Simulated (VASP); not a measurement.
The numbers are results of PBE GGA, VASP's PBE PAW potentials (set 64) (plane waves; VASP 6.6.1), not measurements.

Input for VASP

**INCAR**
```
ALGO  =  Fast
EDIFF  =  1E-5
EDIFFG  =  -0.03
ENCUT  =  400
GGA  =  PE
IBRION  =  2
ISIF  =  2
ISMEAR  =  0
ISYM  =  0
LASPH  =  .TRUE.
LCHARG  =  .FALSE.
LREAL  =  Auto
LWAVE  =  .TRUE.
NELECT  =  254.0
NELM  =  100
NELMIN  =  4
NSW  =  60
PREC  =  Normal
SIGMA  =  0.05
SYSTEM  =  AlSi63
```

KPOINTS:
```
Regular mesh
0
gamma
  1 1 1
0 0 0
```

POSCAR:
```
AlSi63
1
   10.9370747000     0.0000000000     0.0000000000
    0.0000000000    10.9370747000     0.0000000000
   -0.0000000000    -0.0000000000    10.9370747000
Si Al
63 1
Direct
  0.5000000000   0.0000000000   0.0000000000
  0.6250000000   0.1250000000   0.1250000000
  0.7500000000   0.2500000000   0.0000000000
  0.8750000000   0.3750000000   0.1250000000
  0.7500000000   0.0000000000   0.2500000000
  0.8750000000   0.1250000000   0.3750000000
  0.0000000000   0.0000000000   0.0000000000
  0.1250000000   0.1250000000   0.1250000000
  0.2500000000   0.2500000000   0.0000000000
  0.3750000000   0.3750000000   0.1250000000
  0.5000000000   0.5000000000   0.0000000000
  0.6250000000   0.6250000000   0.1250000000
  0.7500000000   0.7500000000   0.0000000000
  0.8750000000   0.8750000000   0.1250000000
  0.2500000000   0.0000000000   0.2500000000
  0.3750000000   0.1250000000   0.3750000000
  0.5000000000   0.2500000000   0.2500000000
  0.6254290000   0.3793020000   0.3786580000
  0.7500000000   0.5000000000   0.2500000000
  0.8750000000   0.6250000000   0.3750000000
  0.5000000000   0.0000000000   0.5000000000
  0.6250000000   0.1250000000   0.6250000000
  0.7500000000   0.2500000000   0.5000000000
  0.8750000000   0.3750000000   0.6250000000
  0.7500000000   0.0000000000   0.7500000000
  0.8750000000   0.1250000000   0.8750000000
  0.0000000000   0.5000000000   0.0000000000
  0.1250000000   0.6250000000   0.1250000000
  0.2500000000   0.7500000000   0.0000000000
  0.3750000000   0.8750000000   0.1250000000
  0.0000000000   0.2500000000   0.2500000000
  0.1250000000   0.3750000000   0.3750000000
  0.2500000000   0.5000000000   0.2500000000
  0.3759740000   0.6267570000   0.3753710000
  0.5000000000   0.7500000000   0.2500000000
  0.6250000000   0.8750000000   0.3750000000
  0.0000000000   0.0000000000   0.5000000000
  0.1250000000   0.1250000000   0.6250000000
  0.2500000000   0.2500000000   0.5000000000
  0.3761170000   0.3793120000   0.6265250000
  0.6228090000   0.6212300000   0.6266010000
  0.7500000000   0.7500000000   0.5000000000
  0.8750000000   0.8750000000   0.6250000000
  0.2500000000   0.0000000000   0.7500000000
  0.3750000000   0.1250000000   0.8750000000
  0.5000000000   0.2500000000   0.7500000000
  0.6250000000   0.3750000000   0.8750000000
  0.7500000000   0.5000000000   0.7500000000
  0.8750000000   0.6250000000   0.8750000000
  0.0000000000   0.7500000000   0.2500000000
  0.1250000000   0.8750000000   0.3750000000
  0.0000000000   0.5000000000   0.5000000000
  0.1250000000   0.6250000000   0.6250000000
  0.2500000000   0.7500000000   0.5000000000
  0.3750000000   0.8750000000   0.6250000000
  0.0000000000   0.2500000000   0.7500000000
  0.1250000000   0.3750000000   0.8750000000
  0.2500000000   0.5000000000   0.7500000000
  0.3750000000   0.6250000000   0.8750000000
  0.5000000000   0.7500000000   0.7500000000
  0.6250000000   0.8750000000   0.8750000000
  0.0000000000   0.7500000000   0.7500000000
  0.1250000000   0.8750000000   0.8750000000
  0.4995110000   0.4974630000   0.5035510000
```

POTCAR, in this order: Si Al (PBE.64 set). Program: vasp_gam.

The cell is charged, with a uniform compensating background. The supercell is sampled at Γ alone, which is coarse: total energies, pressure and levels can be off, energies of defects by several tenths of an eV.

Task: What does the run give for the energy per atom (σ→0)?

Result: 
| Item | Value |
|---|---|
| energy per atom (σ→0) | -5.372 eV/atom |

**OSZICAR**
```
...
  11 F= -.34380784E+03 E0= -.34380256E+03  d E =-.350948E-02
       N       E                     dE             d eps       ncg     rms          rms(c)
DAV:   1    -0.343809586387E+03   -0.17510E-02   -0.68807E-02   344   0.474E-01    0.148E-01
RMM:   2    -0.343809716547E+03   -0.13016E-03   -0.31912E-03   320   0.127E-01    0.606E-02
RMM:   3    -0.343809709695E+03    0.68519E-05   -0.56491E-04   320   0.578E-02    0.206E-02
RMM:   4    -0.343809717363E+03   -0.76679E-05   -0.10735E-04   331   0.256E-02    0.138E-02
RMM:   5    -0.343809718239E+03   -0.87639E-06   -0.19476E-05   195   0.110E-02
  12 F= -.34380972E+03 E0= -.34380319E+03  d E =-.188252E-02
```

The cell is a supercell with a defect, built from Si (diamond): Al_Si, charge +1. The run is not spin-polarised, so no state with unpaired spins was tried.
